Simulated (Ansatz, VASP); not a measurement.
# Ru (Ruthenium) in two plane-wave programs, part 2 of 2

One calculation is typed for both programs; each brings its own data sets. How far apart do they land? The cell is taken from a series of runs on this material, whose earlier steps may have relaxed, scaled, displaced or heated it; both programs get it as it stands.

VASP 6.6.1 and Ansatz 0.2.0.

So far: The starting structure; VASP: zone-centre phonons, PBEsol.

## Step 3: Ansatz: zone-centre phonons, PBEsol

Level of this step: Ansatz beside VASP: Kohn-Sham DFT, plane waves, PBEsol (Ansatz).

Ansatz runs on its PAW soft_1 files.

The same cell, functional, mesh and smearing now go to Ansatz, which takes its cutoff from its data sets.

File input.yaml:

```yaml
crystal:
  lattice:
    - [2.7120054886, 0.0, 0.0]
    - [-1.3560027443, 2.3486656483, 0.0]
    - [0.0, 0.0, 4.121816937]
  atoms:
    - { symbol: Ru, position: [0.3333333398, 0.6666666602, 0.25] }
    - { symbol: Ru, position: [0.6666666602, 0.3333333398, 0.75] }
kpoints:
  mp_grid: { grid: [18, 18, 12] }
hamiltonian:
  xc: pbesol
  pseudopotentials: { kind: paw, azcp: { folder: soft_1 }, xc_functional: pbe }
scf:
  occupations: { method: methfessel_paxton, width: 0.2 }
output:
  eigenvalues: true
phonons:
  method: dfpt
```

On the command line:

```bash
$ ansatz run input.yaml --threads 4 --pin off --max-ram 10240MiB --backend cpu --events-out ev --progress --plain --runs-dir out
```

Numbers of over 12 decimals in the logs are rounded to 6 here.

The log of the run:

```text
zone centre: on kpoints.mp_grid the ground state, and the responses unless they are solved on pairs of k-points, stand on 637 of the mesh's 3888 k-points, reduced under 4 symmetry operations, with k and −k counted as one. Each operation leaves every solved displacement unchanged or reverses it
Engine: ansatz 0.2.0, x86_64-unknown-linux-gnu
Pseudopotentials: kind: paw
Pseudopotential: Ru, paw, valence charge 16, recommended cutoff 420 eV (normal), soft_1/Ru.paw.azcp
Functional definition: PBEsol
  exchange = pbesol_x
  correlation = pbesol_c
Crystal: 2 atoms, lattice volume = 26.254 Å³
Basis set: ecut = 420 eV, 523 PW (Γ), exchange–correlation on 40×40×60 points (8 copies of the dense FFT grid, shifted against one another)
Bands: 20, of which v1, the nominal top of the filled ones, is band 16 counted from 1 (15 counted from 0)
Symmetry: 24 space group operations
k-points: 637 of 3888 (irreducible under 4 space group operations, time reversal used)
Non-local potential: Ru, projectors of the file, l = 0: 3, l = 1: 2, l = 2: 2, l = 3: 1
PAW form: soft (Blöchl's): semilocal exchange-correlation on the pseudo side does not see the compensation charge
PAW frozen core: Ru, regenerated for the run's functional, and the local potential with it (the file was generated under x = pbe(κ = 0.804, μ = 0.219515), c = pbe(β = 0.066725))
PAW one-centre angular grid: Ru, 590 points (default); XC on 64 Gauss nodes
Initial density: superposition of atomic densities (chi_scale 0.1, normalization cell)
Initial wavefunctions: pseudopotential atomic-orbital guess
Functional: x = pbesol(κ = 0.804, μ = 0.123457), c = pbesol(β = 0.046)
SCF iter   1: F=—  HF=-11634.471332 eV  |F-HF|=—  |Δ(HF+E_count)|=         —  Δρ=1.31e-1  dr2=4.22e0  ethr=3.10e-3  ⟨swp⟩=5.0  Hψ=111570  notcnv=0  defer=64
automatic band count: the SCF goes on with 24 bands, as 20 were too few: they end inside the smearing window of the response
preconditioner: auto → none  [metal: Δε(μ)=0.020 eV  Ē_g=11.873 eV  σ=0.200 eV  W_gap=0.09  n_scr=8 (ndim 8)  ℏωp=29.0 eV  f_vac=0.000  D(μ)=1.35/eV (n_scr^D=10)  sad-step TF]
SCF iter   2: F=—  HF=-11633.493041 eV  |F-HF|=—  |Δ(HF+E_count)|=   9.78e-1  S|Δr|=    0.00e0  Δρ=7.42e-2  dr2=1.35e0  ethr=3.10e-3  ⟨swp⟩=2.8  Hψ=29763  notcnv=0  defer=1798
SCF iter   3: F=—  HF=-11633.046187 eV  |F-HF|=—  |Δ(HF+E_count)|=   4.47e-1  S|Δr|=    0.00e0  Δρ=3.76e-3  dr2=1.52e-3  ethr=3.10e-3  ⟨swp⟩=2.0  Hψ=21906  notcnv=0  defer=1798
SCF iter   4: F=—  HF=-11633.047739 eV  |F-HF|=—  |Δ(HF+E_count)|=   1.55e-3  S|Δr|=    0.00e0  Δρ=4.07e-4  dr2=1.57e-5  ethr=4.74e-6  ⟨swp⟩=2.5  Hψ=30314  notcnv=0  defer=1665
SCF iter   5: F=—  HF=-11633.047746 eV  |F-HF|=—  |Δ(HF+E_count)|=   6.82e-6  S|Δr|=    0.00e0  Δρ=1.40e-4  dr2=2.53e-6  ethr=4.92e-8  ⟨swp⟩=2.2  Hψ=23325  notcnv=0  defer=1665
SCF iter   6: F=—  HF=-11633.047744 eV  |F-HF|=—  |Δ(HF+E_count)|=   1.69e-6  S|Δr|=    0.00e0  Δρ=1.91e-5  dr2=3.76e-8  ethr=7.91e-9  ⟨swp⟩=2.8  Hψ=24679  notcnv=0  defer=1665
SCF iter   7: F=—  HF=-11633.047744 eV  |F-HF|=—  |Δ(HF+E_count)|=   1.05e-8  S|Δr|=    0.00e0  Δρ=2.26e-6  dr2=9.43e-10  ethr=1.18e-10  ⟨swp⟩=2.9  Hψ=24404  notcnv=0  defer=1665
SCF iter   8: F=-11633.047744 eV  HF=-11633.047744 eV  |F-HF|=5.46e-12  |Δ(HF+E_count)|=  6.91e-11  S|Δr|=    0.00e0  Δρ=2.21e-7  dr2=9.51e-12  ethr=1.00e-12  ⟨swp⟩=9.0  Hψ=88957  notcnv=0
SCF 1 converged in 8 iterations: F = -11633.047744 eV  dr2 = 9.51e-12
  greatest PAW one-centre occupation: 1.000 electrons in one spin orbital (limit 2), on the Ru atom at site 1 (counted from 0), in its partial waves of l = 0
DFPT response loops at Γ: preconditioner auto → Kerker (q_TF=auto, 2.820 Å⁻¹) (partly filled bands, converged f_vac=0.000); β = 1.00, the filter's whole step (`scf.mixing.beta` (0.50) is not read by the response loops under this deck's `scf.mixing.preconditioner`; to damp them name `kerker` or `kerker_dos`, under which they read `scf.mixing.beta`, and type it under 1.00, their step now; both keys bind the ground state too); Broyden in place of MSR1
SCF converged after 8 iterations
Stability not checked: this state was not tested for a lower state beside it, because cold or Methfessel-Paxton smearing, or corrected tetrahedra, fill the levels in a way that the test cannot read (fill_not_monotonic; see scf.lower_state_search)
Free energy (F): -11633.047744 eV
Harris-Foulkes:  -11633.047744 eV  (|F-HF|=5.46e-12)
Internal energy: -11633.047123 eV  (E = F + TS)
E sigma→0 (E₀):  -11633.047589 eV
Entropy (-TS):   -0.000621 eV (-0.311 meV/atom)
Fermi energy:    24.173936 eV
--- Per-component energies (eV) ---
  E_band       = -88.475725
  E_kinetic    = 923.354845
  E_local      = -2475.375186  (includes V_loc(G=0)·N_el)
  E_nonlocal   = 828.740727
  E_hartree    = 819.586183
  E_xc         = -339.545988
  E_vxc        = -430.839909  (∫ρ·V_xc dr)
  E_paw        = -6880.190154  (= ΣΔE_a)
  E_vpaw       = -573.529987  (= ΣTr[D̂ρ^β])
  E_aug_tail   = 0.001236  (compensation charges beyond the density's cutoff)
  E_ewald      = -4510.125378
  E_core_change = 0.506593  (= ΣΔE_core)
  E_smearing   = -0.000621  (= −TS)
  E_closure    = 0.000000  (closes the sum)
  Σ components = -11633.047744   (vs F -11633.047744, Δ=0.00e0)
--- Band table (eV; the first three rows and the last of 637) ---
  k-point 0: bands = [... 12 lower, 22.0022, 22.1918, 22.1918, 22.3721, 22.3721, 25.4105, 25.4105, 25.9293, ... 4 higher]
  k-point 1: bands = [... 12 lower, 21.9524, 22.1265, 22.1265, 22.5336, 22.5336, 25.4309, 25.4309, 25.6359, ... 4 higher]
  k-point 2: bands = [... 12 lower, 21.8136, 21.9524, 21.9524, 22.9082, 22.9082, 24.8856, 25.4664, 25.4664, ... 4 higher]
  k-point 636: bands = [... 12 lower, 21.3857, 21.3857, 22.7063, 22.7063, 25.8475, 25.8475, 29.3256, 29.3256, ... 4 higher]
--- Phonons (Γ-DFPT): 2 representative perturbations + reference, on 637 of 3888 k-points (Σ response iterations 6) ---
  k mesh reduced under 4 symmetry operations, with k and −k counted as one. Each operation leaves every solved displacement unchanged or reverses it
  ASR residual: 2.327e-4 → 0.000e0 eV/Å²; symmetrization residual: 2.576e-13 eV/Å²
  ASR residual per site (eV/Å²): 2.33e-4 2.33e-4
  Γ frequencies (cm⁻¹): 0.00 0.00 0.00 221.20 221.20 308.45
  non-analytic LO–TO correction: not included (Born effective charges unavailable; polar crystals: no LO–TO splitting at Γ)
```

## Step 4: Side by side

Known differences besides the potentials themselves: the data sets hold 32 valence electrons in Ansatz (on its PAW soft_1 files) and 28 in VASP; the cutoff is 420 eV in Ansatz and 500 eV in VASP; Ansatz makes its cores anew for this functional, VASP keeps those of its PBE data sets. Total energies have different zeros and are not compared.

Compared:

```tsv
quantity	Ansatz	VASP	difference
optical mode 1 to 2 (cm⁻¹)	221.2	221.5	-0.12 %
optical mode 3 (cm⁻¹)	308.4	309.3	-0.29 %
```

Modes are paired by rising frequency, not by their patterns, so a pair may set unlike modes beside each other; they are those without the splitting of longitudinal modes.

## Step 5: Results

| Item | Value |
| --- | --- |
| r.m.s. difference of the optical zone-centre modes, each program's sorted by frequency (zone-centre phonons, PBEsol) | 0.56 cm⁻¹ |

In words: The r.m.s. difference of the optical zone-centre modes, each program's sorted by frequency is 0.56 cm⁻¹ (zone-centre phonons, PBEsol). The data sets hold unlike numbers of valence electrons (32 in Ansatz and 28 in VASP), so part of the differences comes from the potentials. How closely two codes agree says nothing of how well the functional describes the real material.

[Lines on the potential files, build, host, timing and source positions are cut from VASP's logs without a mark.]

[Logs are printed without paths, hosts, clocks, repeated set-up lines and the standing remarks that a program may print on its own settings, such as how far it seeks lower states.]

[Hosts, paths, dates, database ids (printed as entryN), source tags and the programs' standing remarks are cut or masked in the printed files.]
